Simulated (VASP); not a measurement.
# LaSi2Ru2 under strain, part 2 of 4

How does the pressure of LaSi2Ru2 answer to a change of volume? The bands are shown for each cell. All runs use PBEsol. Left out of this account: 1 further run (self-consistent run: a reference on another mesh). The start is a cell from a database of measured crystal structures.

VASP 6.6.1; PBEsol; plane waves and PAW (La, Si, Ru_pv).

Still holding for the runs below: This run has no spin polarisation. Its electron count is odd, so without a moment it is a metal by construction. Spin-orbit coupling is off here; with elements this heavy it splits and shifts levels by tenths of an eV or more.

So far, pressure (GPa): step 2 (bands, cell as listed) -6.62.

The database entry behind the starting cell has ideal inner coordinates that were not refined, so it need not match the best structure at ambient conditions.

**3. Bands, volume times 1.04**

The cell is expanded evenly, with fractional positions held.

File INCAR:

```
SYSTEM = LaSi2Ru2
PREC = Accurate
ENCUT = 400
EDIFF = 1E-06
NELM = 100
ISMEAR = -1
SIGMA = 0.05
LREAL = .FALSE.
ALGO = Normal
GGA = PS
NBANDS = 38
LASPH = .TRUE.
LORBIT = 11
LWAVE = .FALSE.
LCHARG = .FALSE.
KPAR = 4
```

File POSCAR:

```
LaSi2Ru2
1.0
   -4.2751274204      0.0000000000      0.0000000000
    0.0000000000      4.2751274204      0.0000000000
    2.1375637102     -2.1375637102     -5.0407719818
La Si Ru
1 2 2
Direct
    0.0000000000      0.0000000000      0.0000000000
    0.6250000000      0.6250000000      0.2500000000
    0.3750000000      0.3750000000      0.7500000000
    0.7500000000      0.2500000000      0.5000000000
    0.2500000000      0.7500000000      0.5000000000
```

File KPOINTS:

```
Automatic mesh
0
Gamma
8 8 8
0 0 0
```

File KPOINTS_OPT:

```
Line mode
16
Line-mode
Reciprocal
  0.00000000   0.00000000   0.00000000 GAMMA
  0.50000000   0.50000000  -0.50000000 X

  0.50000000   0.50000000  -0.50000000 X
  0.58991125   0.41008875  -0.50000000 Y

  0.58991125   0.41008875  -0.50000000 Y
  0.58991125   0.00000000  -0.29495562 S

  0.58991125   0.00000000  -0.29495562 S
  0.00000000   0.00000000   0.00000000 GAMMA

  0.00000000   0.00000000   0.00000000 GAMMA
  0.00000000   0.00000000   0.50000000 Z

  0.00000000   0.00000000   0.50000000 Z
  0.41008875   0.00000000   0.29495562 S1

  0.41008875   0.00000000   0.29495562 S1
  0.50000000   0.00000000   0.00000000 N

  0.50000000   0.00000000   0.00000000 N
  0.50000000   0.50000000  -0.25000000 P

  0.50000000   0.50000000  -0.25000000 P
  0.41008875   0.41008875   0.08991125 Y1

  0.41008875   0.41008875   0.08991125 Y1
  0.00000000   0.00000000   0.50000000 Z

  0.50000000   0.50000000  -0.50000000 X
  0.50000000   0.50000000  -0.25000000 P
```

PAW data sets: La, Si and Ru_pv (PBE family, release 64).

Run with:

```console
$ mpirun -np 4 vasp_std
```

The program printed:

```text
[banner, memory and clock lines left out]
running    4 mpi-ranks, on    1 nodes
 distrk:  each k-point on    1 cores,    4 groups
 distr:  one band on    1 cores,    1 groups

 POSCAR found type information on POSCAR LaSiRu
 POSCAR found :  3 types and       5 ions
 [... a notice as in an earlier step ...]

 LDA part: xc-table for (Slater+PW92), standard interpolation
 POSCAR, INCAR and KPOINTS ok, starting setup
 FFT: planning ... GRIDC
 FFT: planning ... GRID_SOFT
 FFT: planning ... GRID
 WAVECAR not read
 entering main loop
       N       E                     dE             d eps       ncg     rms          rms(c)
DAV:   1     0.359024862698E+03    0.35902E+03   -0.19261E+04  5802   0.135E+03
DAV:   2    -0.368881111907E+01   -0.36271E+03   -0.32377E+03  4978   0.332E+02
DAV:   3    -0.408549677520E+02   -0.37166E+02   -0.33175E+02  5550   0.979E+01
DAV:   4    -0.432565446456E+02   -0.24016E+01   -0.23574E+01  7762   0.233E+01
DAV:   5    -0.433171463018E+02   -0.60602E-01   -0.60426E-01  6136   0.291E+00    0.181E+01
DAV:   6    -0.429833365236E+02    0.33381E+00   -0.20163E+01  6438   0.248E+01    0.824E+00
DAV:   7    -0.412869667977E+02    0.16964E+01   -0.63358E+00  6510   0.143E+01    0.426E+00
DAV:   8    -0.412210412815E+02    0.65926E-01   -0.49138E-01  6650   0.328E+00    0.115E+00
DAV:   9    -0.412110258234E+02    0.10015E-01   -0.58457E-02  6986   0.145E+00    0.419E-01
DAV:  10    -0.412100382238E+02    0.98760E-03   -0.77677E-03  6544   0.486E-01    0.146E-01
DAV:  11    -0.412100896649E+02   -0.51441E-04   -0.90297E-04  7636   0.184E-01    0.774E-02
DAV:  12    -0.412101562441E+02   -0.66579E-04   -0.24061E-04  7054   0.612E-02    0.332E-02
DAV:  13    -0.412101709018E+02   -0.14658E-04   -0.12258E-04  7526   0.515E-02    0.126E-02
DAV:  14    -0.412101735245E+02   -0.26227E-05   -0.12938E-05  7644   0.167E-02    0.920E-03
DAV:  15    -0.412101761808E+02   -0.26563E-05   -0.26803E-05  5674   0.155E-02    0.678E-03
DAV:  16    -0.412101762186E+02   -0.37778E-07   -0.31797E-06  6618   0.896E-03
   1 F= -.41210176E+02 E0= -.41196188E+02  d E =-.279767E-01
 Start KPOINTS_OPT (optional k-point list driver)
k-point batch [1-59\176]
       N       E                     dE             ncg
DAV:   1     0.533525342355E+04   -0.54745E+05     5792
DAV:   2    -0.162112376315E+05   -0.21546E+05     4928
DAV:   3    -0.182862537200E+05   -0.20750E+04     5770
DAV:   4    -0.184165573067E+05   -0.13030E+03     7682
DAV:   5    -0.184198745371E+05   -0.33172E+01     6104
DAV:   6    -0.184201586371E+05   -0.28410E+00     7860
DAV:   7    -0.184201637336E+05   -0.50965E-02     6170
DAV:   8    -0.184201639108E+05   -0.17717E-03     7566
DAV:   9    -0.184201639194E+05   -0.86465E-05     3802
DAV:  10    -0.184201639200E+05   -0.61542E-06     3362
[...]
k-point batch [119-176\176]
       N       E                     dE             ncg
DAV:   1     0.647479892736E+04   -0.66671E+05     5642
DAV:   2    -0.147120720168E+05   -0.21187E+05     4854
DAV:   3    -0.167025069574E+05   -0.19904E+04     5588
DAV:   4    -0.168243270285E+05   -0.12182E+03     7578
DAV:   5    -0.168275735854E+05   -0.32466E+01     6168
DAV:   6    -0.168278305089E+05   -0.25692E+00     7660
DAV:   7    -0.168278361895E+05   -0.56806E-02     6052
DAV:   8    -0.168278364071E+05   -0.21753E-03     7284
DAV:   9    -0.168278364169E+05   -0.98721E-05     3942
DAV:  10    -0.168278364177E+05   -0.78358E-06     3256
```

Elapsed: 2.1 min, on 4 MPI ranks of Intel Xeon Platinum 8488C (Sapphire Rapids), shared host; peak memory 1.4 GiB; 8.3 min of CPU time.

Parts of OUTCAR (step 3):

```text
  LATTYP: Found a body centered tetragonal cell.
 ALAT       =     4.2751274204
 C/A-ratio  =     2.3581856100

The static configuration has the point symmetry D_4h.

 Found     59 irreducible k-points:

   ENCUT  =  400.0 eV  29.40 Ry    5.42 a.u.   6.97  6.97  9.59*2*pi/ulx,y,z

   NELECT =      47.0000    total number of electrons

 E-fermi :   9.2733

 k-point     1 :       0.0000    0.0000    0.0000
  band No.  band energies     occupation
    ...
     20       8.3021      2.00000
     21       8.6330      1.99999
     22       8.9099      1.99861
     23       8.9588      1.99630
     24       8.9588      1.99630
     25       9.3932      0.16660
     26      10.5822      0.00000
     27      11.0091      0.00000
     28      11.0091      0.00000
     29      11.9773      0.00000
    ...

 k-point     2 :       0.1250    0.0000    0.0000
  band No.  band energies     occupation
    ...
     20       8.3353      2.00000
     21       8.6689      1.99999
     22       8.8200      1.99977
     23       8.9124      1.99853
     24       9.0709      1.96569
     25       9.3611      0.29462
     26      10.6410      0.00000
     27      10.8747      0.00000
     28      11.0694      0.00000
     29      12.0021      0.00000
    ...

  Total       -6.9523693     -6.9523693     -6.2785029      0.0000000     -0.0000000     -0.0000000
  in kB     -120.9061067   -120.9061067   -109.1871427      0.0000000     -0.0000000     -0.0000000
  external PRESSURE =    -116.9997854 kB  Pullay stress =       0.0000000 kB

  energy-cutoff  :      400.00
  volume of cell :       92.13
      direct lattice vectors                 reciprocal lattice vectors
    -4.275127420  0.000000000  0.000000000    -0.233911157  0.000000000 -0.099191156
     0.000000000  4.275127420  0.000000000     0.000000000  0.233911157 -0.099191156
     2.137563710 -2.137563710 -5.040771982     0.000000000  0.000000000 -0.198382312

 POSITION                                       TOTAL-FORCE (eV/Angst)
 -----------------------------------------------------------------------------------
      0.00000      0.00000      0.00000         0.000000      0.000000     -0.000000
     -2.13756      2.13756     -1.26019         0.000000     -0.000000     -1.837847
      0.00000      0.00000     -3.78058        -0.000000      0.000000      1.837847
     -2.13756      0.00000     -2.52039         0.000000     -0.000000      0.000000
      0.00000      2.13756     -2.52039        -0.000000      0.000000     -0.000000
 -----------------------------------------------------------------------------------
    total drift:                               -0.000000      0.000000     -0.000000

  FREE ENERGIE OF THE ION-ELECTRON SYSTEM (eV)
  ---------------------------------------------------
  free  energy   TOTEN  =       -41.2101762186 eV

  energy  without entropy=      -41.1821994729  energy(sigma->0) =      -41.19618785

 total charge
# of ion       s       p       d       f       tot
--------------------------------------------------
    1        2.045   5.633   0.705   0.141   8.524
    2        0.753   0.876   0.000   0.000   1.628
    3        0.753   0.876   0.000   0.000   1.628
    4        0.326   6.227   6.088   0.000  12.641
    5        0.326   6.227   6.088   0.000  12.641
--------------------------------------------------
tot          4.201  19.838  12.882   0.141  37.062

[... 3 parts as in an earlier step ...]

[... 7 further parts left out ...]
```

Numbers from this step:

| Property | Result |
| --- | --- |
| free energy (TOTEN) | -41.21 eV |
| energy at zero smearing | -41.20 eV |
| Fermi energy | 9.273 eV |
| pressure | -11.70 GPa |

The electronic bands at the labelled points (eV, zero at the Fermi level; # counts the bands kept, so #1 is VASP's band 11):

```csv
point,#11,#12,#13,#14,#15,#16,#17,#18
Γ,-0.64,-0.36,-0.31,-0.31,0.12,1.31,1.74,1.74
0.47 of the way,-0.82,-0.78,-0.67,0.02,0.03,1.05,1.71,2.40
X,-1.20,-0.66,-0.53,-0.48,-0.08,1.63,1.83,2.50
0.53 of the way,-1.26,-0.90,-0.53,-0.17,-0.08,1.63,1.83,2.53
Y,-1.41,-1.09,-0.54,-0.02,0.19,1.64,1.85,2.59
0.53 of the way,-1.60,-1.14,-0.73,0.32,1.04,1.58,2.25,2.59
S,-1.39,-1.15,-1.10,0.79,0.85,1.36,2.56,2.58
0.47 of the way,-1.16,-0.87,-0.85,0.00,0.27,0.92,1.92,2.18
Γ,-0.64,-0.36,-0.31,-0.31,0.12,1.31,1.74,1.74
0.47 of the way,-0.04,0.05,0.05,0.08,0.96,1.31,2.16,2.16
Z,0.08,0.57,0.57,0.96,1.31,2.27,2.43,2.58
0.47 of the way,-0.53,-0.31,-0.04,1.26,1.43,2.25,2.28,2.54
S1,-1.39,-1.15,-1.10,0.79,0.85,1.36,2.56,2.58
0.47 of the way,-1.38,-1.37,-1.16,0.18,0.73,1.65,2.55,2.60
N,-1.43,-1.34,-0.99,-0.42,0.61,1.96,2.57,2.65
0.47 of the way,-1.41,-0.97,-0.88,-0.30,0.65,1.79,2.05,2.58
P,-1.18,-0.51,-0.51,-0.37,-0.37,1.75,1.75,2.52
0.47 of the way,-1.21,-0.80,-0.53,-0.21,-0.18,1.68,1.81,2.52
Y1,-1.41,-1.09,-0.54,-0.02,0.19,1.64,1.85,2.59
0.47 of the way,-1.26,-0.68,-0.55,1.31,1.63,1.84,2.45,2.48
Z,0.08,0.57,0.57,0.96,1.31,2.27,2.43,2.58
jump to X,-1.20,-0.66,-0.53,-0.48,-0.08,1.63,1.83,2.50
0.47 of the way,-1.19,-0.58,-0.53,-0.49,-0.16,1.66,1.81,2.51
P,-1.18,-0.51,-0.51,-0.37,-0.37,1.75,1.75,2.52
```

Of the projections kept (La, Si, Ru), the largest for each band there; the rest of the weight can lie on other orbitals:

| point | #11 | #12 | #13 | #14 | #15 | #16 | #17 | #18 |
| --- | --- | --- | --- | --- | --- | --- | --- | --- |
| Γ | Ru 0.85 | La 0.75 | Ru 0.70 | Ru 0.70 | Ru 0.96 | Ru 1.00 | La 0.68 | La 0.68 |
| X | Ru 0.87 | Ru 0.54 | Ru 0.98 | Ru 0.98 | Ru 0.74 | Ru 0.88 | Ru 0.92 | La 0.86 |
| Y | Ru 0.90 | Ru 0.90 | Ru 0.98 | Ru 0.76 | Ru 0.75 | Ru 0.89 | Ru 0.83 | La 0.86 |
| S | Ru 0.91 | Ru 0.97 | Ru 0.98 | Ru 0.57 | Ru 0.69 | Ru 0.50 | La 0.90 | La 0.84 |
| Γ | Ru 0.85 | La 0.75 | Ru 0.70 | Ru 0.70 | Ru 0.96 | Ru 1.00 | La 0.68 | La 0.68 |
| Z | Ru 1.00 | Ru 0.78 | Ru 0.78 | La 0.47 | Ru 1.00 | Ru 0.75 | La 0.97 | La 0.95 |

Force by atom:

```
atom  x (eV/Å)  y (eV/Å)  z (eV/Å)  size
 La1      0.00      0.00      0.00  0.00
 Si2      0.00      0.00     -1.84  1.84
 Si3      0.00      0.00      1.84  1.84
 Ru4      0.00      0.00      0.00  0.00
 Ru5      0.00      0.00      0.00  0.00
```

 The pressure is -11.70 GPa.

For the pressure, step 2 gave -6.62 GPa; this run, with cell volume +4.0 %, gives -11.7 GPa.

**4. Bands, volume times 1.08**

The cell is expanded evenly, with fractional positions held.

INCAR is that of step 3.

Changes to POSCAR since step 3:

```diff
@@ -2,5 +2,5 @@
 1.0
-   -4.2751274204      0.0000000000      0.0000000000
-    0.0000000000      4.2751274204      0.0000000000
-    2.1375637102     -2.1375637102     -5.0407719818
+   -4.3292487028      0.0000000000      0.0000000000
+    0.0000000000      4.3292487028      0.0000000000
+    2.1646243514     -2.1646243514     -5.1045859965
 La Si Ru
```

KPOINTS is that of step 3.

KPOINTS_OPT is that of step 3.

Run with:

```console
$ mpirun -np 4 vasp_std
```

The program printed:

```text
[... set-up lines as in an earlier step ...]
 entering main loop
       N       E                     dE             d eps       ncg     rms          rms(c)
DAV:   1     0.356132154919E+03    0.35613E+03   -0.19256E+04  5754   0.134E+03
DAV:   2    -0.352315955984E+01   -0.35966E+03   -0.32177E+03  4924   0.326E+02
DAV:   3    -0.405062493824E+02   -0.36983E+02   -0.32858E+02  5598   0.972E+01
DAV:   4    -0.428928645614E+02   -0.23866E+01   -0.23419E+01  7854   0.229E+01
DAV:   5    -0.429593886613E+02   -0.66524E-01   -0.66329E-01  6026   0.298E+00    0.169E+01
DAV:   6    -0.427536618430E+02    0.20573E+00   -0.20313E+01  6400   0.244E+01    0.844E+00
DAV:   7    -0.409843967763E+02    0.17693E+01   -0.64622E+00  6460   0.142E+01    0.394E+00
DAV:   8    -0.409233091297E+02    0.61088E-01   -0.51677E-01  6786   0.327E+00    0.114E+00
DAV:   9    -0.409124215502E+02    0.10888E-01   -0.65080E-02  6894   0.151E+00    0.431E-01
DAV:  10    -0.409112686683E+02    0.11529E-02   -0.82631E-03  6758   0.486E-01    0.152E-01
DAV:  11    -0.409113536499E+02   -0.84982E-04   -0.99089E-04  7448   0.184E-01    0.812E-02
DAV:  12    -0.409114375718E+02   -0.83922E-04   -0.28702E-04  6868   0.623E-02    0.333E-02
DAV:  13    -0.409114504832E+02   -0.12911E-04   -0.14118E-04  7614   0.563E-02    0.127E-02
DAV:  14    -0.409114537158E+02   -0.32326E-05   -0.14598E-05  7750   0.169E-02    0.921E-03
DAV:  15    -0.409114561851E+02   -0.24694E-05   -0.20987E-05  5980   0.135E-02    0.552E-03
DAV:  16    -0.409114562115E+02   -0.26391E-07   -0.25903E-06  6228   0.718E-03
   1 F= -.40911456E+02 E0= -.40896988E+02  d E =-.289362E-01
 Start KPOINTS_OPT (optional k-point list driver)
k-point batch [1-59\176]
       N       E                     dE             ncg
DAV:   1     0.430164606863E+04   -0.55139E+05     5730
DAV:   2    -0.173196331036E+05   -0.21621E+05     4954
DAV:   3    -0.194326075279E+05   -0.21130E+04     5694
DAV:   4    -0.195660891439E+05   -0.13348E+03     7606
DAV:   5    -0.195698292403E+05   -0.37401E+01     6222
DAV:   6    -0.195700998060E+05   -0.27057E+00     7786
DAV:   7    -0.195701056084E+05   -0.58024E-02     6196
DAV:   8    -0.195701059151E+05   -0.30671E-03     7486
DAV:   9    -0.195701059264E+05   -0.11306E-04     3922
DAV:  10    -0.195701059273E+05   -0.89183E-06     3392
[...]
k-point batch [119-176\176]
       N       E                     dE             ncg
DAV:   1     0.512915258771E+04   -0.67249E+05     5608
DAV:   2    -0.159181074472E+05   -0.21047E+05     4838
DAV:   3    -0.179897143609E+05   -0.20716E+04     5532
DAV:   4    -0.181193428318E+05   -0.12963E+03     7556
DAV:   5    -0.181228814943E+05   -0.35387E+01     6190
DAV:   6    -0.181231566521E+05   -0.27516E+00     7684
DAV:   7    -0.181231622164E+05   -0.55643E-02     6120
DAV:   8    -0.181231624536E+05   -0.23724E-03     7392
DAV:   9    -0.181231624615E+05   -0.78328E-05     3830
DAV:  10    -0.181231624620E+05   -0.48960E-06     3288
```

The job ended after 2.1 min (4 MPI ranks; peak memory 1.4 GiB; 8.5 min of CPU time).

From OUTCAR (step 4):

```text
  LATTYP: Found a body centered tetragonal cell.
 ALAT       =     4.3292487028
 C/A-ratio  =     2.3581856100

The static configuration has the point symmetry D_4h.

 Found     59 irreducible k-points:

   ENCUT  =  400.0 eV  29.40 Ry    5.42 a.u.   7.06  7.06  9.71*2*pi/ulx,y,z

   NELECT =      47.0000    total number of electrons

 E-fermi :   8.8125

 k-point     1 :       0.0000    0.0000    0.0000
  band No.  band energies     occupation
    ...
     20       7.9003      2.00000
     21       8.1895      1.99999
     22       8.5207      1.99418
     23       8.5282      1.99325
     24       8.5282      1.99325
     25       8.9256      0.18879
     26      10.0370      0.00000
     27      10.4956      0.00000
     28      10.4956      0.00000
     29      11.3825      0.00000
    ...

 k-point     2 :       0.1250    0.0000    0.0000
  band No.  band energies     occupation
    ...
     20       7.9002      2.00000
     21       8.2180      1.99999
     22       8.3940      1.99954
     23       8.4915      1.99675
     24       8.6291      1.95029
     25       8.9149      0.22885
     26      10.1136      0.00000
     27      10.3647      0.00000
     28      10.5568      0.00000
     29      11.4054      0.00000
    ...

  Total       -9.7235562     -9.7235562     -8.7709642      0.0000000      0.0000000      0.0000000
  in kB     -162.8358844   -162.8358844   -146.8832680      0.0000000      0.0000000      0.0000000
  external PRESSURE =    -157.5183456 kB  Pullay stress =       0.0000000 kB

  energy-cutoff  :      400.00
  volume of cell :       95.67
      direct lattice vectors                 reciprocal lattice vectors
    -4.329248703  0.000000000  0.000000000    -0.230986961  0.000000000 -0.097951137
     0.000000000  4.329248703  0.000000000     0.000000000  0.230986961 -0.097951137
     2.164624351 -2.164624351 -5.104585997     0.000000000  0.000000000 -0.195902273

 POSITION                                       TOTAL-FORCE (eV/Angst)
 -----------------------------------------------------------------------------------
      0.00000      0.00000      0.00000        -0.000000     -0.000000      0.000000
     -2.16462      2.16462     -1.27615        -0.000000     -0.000000     -1.963628
      0.00000      0.00000     -3.82844        -0.000000     -0.000000      1.963628
     -2.16462      0.00000     -2.55229        -0.000000      0.000000      0.000000
      0.00000      2.16462     -2.55229         0.000000     -0.000000      0.000000
 -----------------------------------------------------------------------------------
    total drift:                               -0.000000      0.000000     -0.000000

  FREE ENERGIE OF THE ION-ELECTRON SYSTEM (eV)
  ---------------------------------------------------
  free  energy   TOTEN  =       -40.9114562115 eV

  energy  without entropy=      -40.8825200004  energy(sigma->0) =      -40.89698811

 total charge
# of ion       s       p       d       f       tot
--------------------------------------------------
    1        2.042   5.633   0.673   0.134   8.482
    2        0.751   0.853   0.000   0.000   1.604
    3        0.751   0.853   0.000   0.000   1.604
    4        0.314   6.210   6.060   0.000  12.584
    5        0.314   6.210   6.060   0.000  12.584
--------------------------------------------------
tot          4.170  19.761  12.793   0.134  36.858

[... 3 parts as in an earlier step ...]

[... 7 further parts left out ...]
```

Numbers from this step:

```yaml
free_energy_toten: -40.91 eV
energy_at_zero_smearing: -40.90 eV
fermi_energy: 8.812 eV
pressure: -15.75 GPa
```

Electronic bands along the path, in eV, zero at the Fermi level; # counts the bands kept, so #1 is VASP's band 11:

| point | #11 | #12 | #13 | #14 | #15 | #16 | #17 | #18 |
| --- | --- | --- | --- | --- | --- | --- | --- | --- |
| Γ | -0.62 | -0.29 | -0.28 | -0.28 | 0.11 | 1.22 | 1.68 | 1.68 |
| 0.53 of the way | -0.81 | -0.79 | -0.61 | -0.07 | 0.07 | 1.09 | 1.65 | 2.37 |
| X | -1.18 | -0.60 | -0.50 | -0.45 | -0.12 | 1.53 | 1.72 | 2.39 |
| 0.53 of the way | -1.24 | -0.85 | -0.50 | -0.15 | -0.11 | 1.54 | 1.72 | 2.41 |
| Y | -1.37 | -1.02 | -0.51 | -0.03 | 0.20 | 1.54 | 1.73 | 2.47 |
| 0.53 of the way | -1.51 | -1.08 | -0.69 | 0.31 | 1.01 | 1.52 | 2.13 | 2.47 |
| S | -1.31 | -1.09 | -1.04 | 0.77 | 0.84 | 1.31 | 2.44 | 2.46 |
| 0.53 of the way | -0.93 | -0.69 | -0.65 | -0.18 | 0.19 | 1.01 | 1.72 | 2.00 |
| Γ | -0.62 | -0.29 | -0.28 | -0.28 | 0.11 | 1.22 | 1.68 | 1.68 |
| 0.47 of the way | -0.06 | 0.05 | 0.05 | 0.07 | 0.96 | 1.22 | 2.08 | 2.08 |
| Z | 0.07 | 0.52 | 0.52 | 0.94 | 1.22 | 2.17 | 2.32 | 2.46 |
| 0.47 of the way | -0.51 | -0.30 | -0.04 | 1.21 | 1.38 | 2.16 | 2.20 | 2.45 |
| S1 | -1.31 | -1.09 | -1.04 | 0.77 | 0.84 | 1.31 | 2.44 | 2.46 |
| 0.53 of the way | -1.33 | -1.27 | -1.10 | 0.08 | 0.70 | 1.64 | 2.43 | 2.48 |
| N | -1.34 | -1.27 | -0.94 | -0.38 | 0.62 | 1.88 | 2.44 | 2.51 |
| 0.47 of the way | -1.37 | -0.93 | -0.84 | -0.27 | 0.62 | 1.72 | 1.94 | 2.47 |
| P | -1.16 | -0.48 | -0.48 | -0.37 | -0.37 | 1.64 | 1.64 | 2.41 |
| 0.47 of the way | -1.19 | -0.75 | -0.50 | -0.20 | -0.20 | 1.58 | 1.70 | 2.41 |
| Y1 | -1.37 | -1.02 | -0.51 | -0.03 | 0.20 | 1.54 | 1.73 | 2.47 |
| 0.47 of the way | -1.21 | -0.65 | -0.52 | 1.27 | 1.53 | 1.78 | 2.34 | 2.35 |
| Z | 0.07 | 0.52 | 0.52 | 0.94 | 1.22 | 2.17 | 2.32 | 2.46 |
| jump to X | -1.18 | -0.60 | -0.50 | -0.45 | -0.12 | 1.53 | 1.72 | 2.39 |
| 0.53 of the way | -1.17 | -0.53 | -0.49 | -0.46 | -0.20 | 1.57 | 1.69 | 2.40 |
| P | -1.16 | -0.48 | -0.48 | -0.37 | -0.37 | 1.64 | 1.64 | 2.41 |

Of the projections kept (La, Si, Ru), the largest for each band there; the rest of the weight can lie on other orbitals:

```
point      #11      #12      #13      #14      #15      #16      #17      #18
    Γ  Ru 0.86  La 0.71  Ru 0.71  Ru 0.71  Ru 0.96  Ru 1.00  La 0.69  La 0.69
    X  Ru 0.88  Ru 0.55  Ru 0.99  Ru 0.98  Ru 0.76  Ru 0.89  Ru 0.93  La 0.87
    Y  Ru 0.91  Ru 0.90  Ru 0.98  Ru 0.78  Ru 0.75  Ru 0.90  Ru 0.84  La 0.87
    S  Ru 0.91  Ru 0.97  Ru 0.98  Ru 0.56  Ru 0.69  Ru 0.51  La 0.91  La 0.85
    Γ  Ru 0.86  La 0.71  Ru 0.71  Ru 0.71  Ru 0.96  Ru 1.00  La 0.69  La 0.69
    Z  Ru 1.00  Ru 0.79  Ru 0.79  La 0.47  Ru 1.00  Ru 0.75  La 0.97  La 0.96
```

Force by atom:

```csv
atom,x (eV/Å),y (eV/Å),z (eV/Å),size
La1,0.00,0.00,0.00,0.00
Si2,0.00,0.00,-1.96,1.96
Si3,0.00,0.00,1.96,1.96
Ru4,0.00,0.00,0.00,0.00
Ru5,0.00,0.00,0.00,0.00
```

 The pressure is -15.75 GPa.

For the pressure, step 2 gave -6.62 GPa; this run, with cell volume +8.0 %, gives -15.8 GPa.

(Continued in part 3 of 4.)

[Lines on the potential files, build, host, timing and source positions are cut from VASP's logs without a mark.]

[Logs are printed without paths, hosts, clocks, repeated set-up lines and the standing remarks that a program may print on its own settings, such as how far it seeks lower states.]

[Hosts, paths, dates, database ids (printed as entryN), source tags and the programs' standing remarks are cut or masked in the printed files.]

[A measured line is paired with the nearest computed mode of its activity, which favours agreement.]

[In band tables of VASP the shares of atoms and orbitals are scaled to a sum of 1 inside the atoms' spheres.]
